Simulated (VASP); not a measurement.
Output of a VASP run:

### OSZICAR
```
       N       E                     dE             d eps       ncg     rms          rms(c)
DAV:   1     0.130891280537E+03    0.13089E+03   -0.94572E+03  2880   0.184E+03
DAV:   2    -0.141468343190E+02   -0.14504E+03   -0.13886E+03  3008   0.416E+02
DAV:   3    -0.243645371177E+02   -0.10218E+02   -0.96580E+01  3716   0.102E+02
DAV:   4    -0.248874760100E+02   -0.52294E+00   -0.52139E+00  3800   0.219E+01
DAV:   5    -0.249062766559E+02   -0.18801E-01   -0.18784E-01  3768   0.358E+00    0.212E+01
DAV:   6    -0.201308039526E+02    0.47755E+01   -0.26981E+01  3356   0.708E+01    0.656E+00
DAV:   7    -0.197431788419E+02    0.38763E+00   -0.31880E+00  3252   0.246E+01    0.578E+00
DAV:   8    -0.197256304926E+02    0.17548E-01   -0.25530E-01  3048   0.752E+00    0.115E+00
DAV:   9    -0.197308165236E+02   -0.51860E-02   -0.32643E-02  3832   0.180E+00    0.961E-01
DAV:  10    -0.197271644100E+02    0.36521E-02   -0.18068E-02  3152   0.223E+00    0.187E-01
DAV:  11    -0.197270588702E+02    0.10554E-03   -0.58394E-04  3328   0.287E-01    0.281E-02
DAV:  12    -0.197270384151E+02    0.20455E-04   -0.42518E-05  3112   0.110E-01    0.365E-02
DAV:  13    -0.197270365282E+02    0.18870E-05   -0.15275E-05  3088   0.593E-02    0.426E-03
DAV:  14    -0.197270366208E+02   -0.92625E-07   -0.27634E-07  1696   0.670E-03
   1 F= -.17412977E+02 E0= -.17412988E+02  d E =-.174130E+02
```

**OUTCAR**
```
------------------------ aborting loop because EDIFF is reached ----------------------------------------
  FORCE on cell =-STRESS in cart. coord.  units (eV):
  Direction    XX          YY          ZZ          XY          YZ          ZX
  --------------------------------------------------------------------------------------
  Total        2.2896280      2.2896280      2.2896280      0.0000000      0.0000000     -0.0000000
  in kB      197.8884212    197.8884212    197.8884212      0.0000000      0.0000000     -0.0000000
  external PRESSURE =      -2.1115788 kB  Pullay stress =     200.0000000 kB
  volume of cell :       18.54
      direct lattice vectors                 reciprocal lattice vectors
     0.000000000  2.100592009  2.100592009    -0.238028136  0.238028136  0.238028136
     2.100592009  0.000000000  2.100592009     0.238028136 -0.238028136  0.238028136
     2.100592009  2.100592009  0.000000000     0.238028136  0.238028136 -0.238028136
 POSITION                                       TOTAL-FORCE (eV/Angst)
 -----------------------------------------------------------------------------------
      0.00000      0.00000      0.00000        -0.000000     -0.000000      0.000000
      2.10059      2.10059      2.10059         0.000000      0.000000     -0.000000
 -----------------------------------------------------------------------------------
    total drift:                                0.000000     -0.000000     -0.000000
  FREE ENERGIE OF THE ION-ELECTRON SYSTEM (eV)
  ---------------------------------------------------
  free  energy   TOTEN  =       -19.7270366208 eV

  energy  without entropy=      -19.7270692934  energy(sigma->0) =      -19.72704751
  enthalpy is  TOTEN    =       -17.4129770432 eV   P V=        2.3140595776

 reached required accuracy - stopping structural energy minimisation
```
(Selected blocks of OUTCAR.)

### POSCAR
```
TiC
1
    0.0000000000     2.1005920091     2.1005920091
    2.1005920091     0.0000000000     2.1005920091
    2.1005920091     2.1005920091    -0.0000000000
Ti C
1 1
Direct
  0.0000000000   0.0000000000   0.0000000000
  0.5000000000   0.5000000000   0.5000000000
```

**Question.** Reconstruct the remaining input files.

**Answer.** This is not unique; one that fits is the input of the run itself, PBEsol GGA, plane waves, VASP's PBE PAW potentials (set 64).

### INCAR
```
ALGO=Normal
EDIFF=1E-6
EDIFFG=-0.02
ENCUT=620
GGA=PS
IBRION=2
ISIF=3
ISMEAR=1
LASPH=T
LCHARG=F
LMAXMIX=4
LREAL=F
LWAVE=F
NELM=100
NSW=40
PREC=Accurate
PSTRESS=200
SIGMA=0.1
SYSTEM=TiC
```

**KPOINTS**
```
Automatic mesh
0
Gamma
15 15 15
0 0 0
```

POTCAR, in this order: Ti_sv C (PBE.64 set). Program: vasp_std.

The compound is TiC in the rock salt structure. It was relaxed first under an external pressure of 20 GPa.
